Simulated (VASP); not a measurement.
Method: vdW-DF-cx, VASP's PBE PAW potentials (set 64) (plane waves; VASP).

VASP input:

File KPOINTS:
```
Automatic
0
G
 9 9 9
0 0 0
```

**POSCAR**
```
BAs
1.0
  0.0000000000   2.3900000000   2.3900000000
  2.3900000000   0.0000000000   2.3900000000
  2.3900000000   2.3900000000   0.0000000000
B As
1 1
Cartesian
  0.0000000000   0.0000000000   0.0000000000
  1.1950000000   1.1950000000   1.1950000000
```

**INCAR**
```
SYSTEM=BAs
PREC=Accurate; ENCUT=520; LREAL=.FALSE.
LASPH=.TRUE.
EDIFF=1E-6; NELM=100; ALGO=Normal
LMAXMIX=4
ISMEAR=0; SIGMA=0.05
GGA=CX; LUSE_VDW=.TRUE.; AGGAC=0.0
IBRION=2; NSW=60; ISIF=3
EDIFFG=-0.01
LWAVE=.FALSE.; LCHARG=.FALSE.
```

POTCAR, in this order: B As (PBE.64 set). Program: vasp_std.

Task: Predict the energy per atom (σ→0), volume per atom.

Result: 
| Property | Result |
|---|---|
| energy per atom (σ→0) | -4.742 eV/atom |
| volume per atom | 13.82 Å^3/atom |

### OSZICAR
```
...
   2 F= -.94836641E+01 E0= -.94836641E+01  d E =-.875370E-03
       N       E                     dE             d eps       ncg     rms          rms(c)
DAV:   1    -0.948528602861E+01   -0.16222E-02   -0.23065E-02   640   0.116E+00    0.147E-01
DAV:   2    -0.948474134142E+01    0.54469E-03   -0.89288E-04   568   0.185E-01    0.708E-02
DAV:   3    -0.948457304005E+01    0.16830E-03   -0.39400E-04   648   0.111E-01    0.246E-02
DAV:   4    -0.948456286846E+01    0.10172E-04   -0.21611E-05   672   0.309E-02    0.136E-02
DAV:   5    -0.948456238119E+01    0.48727E-06   -0.16149E-06   424   0.886E-03
   3 F= -.94845624E+01 E0= -.94845624E+01  d E =-.177369E-02
```

The compound is BAs in the zinc blende structure. This run relaxes it. Symmetry was kept, so distortions that lower it aren't found.
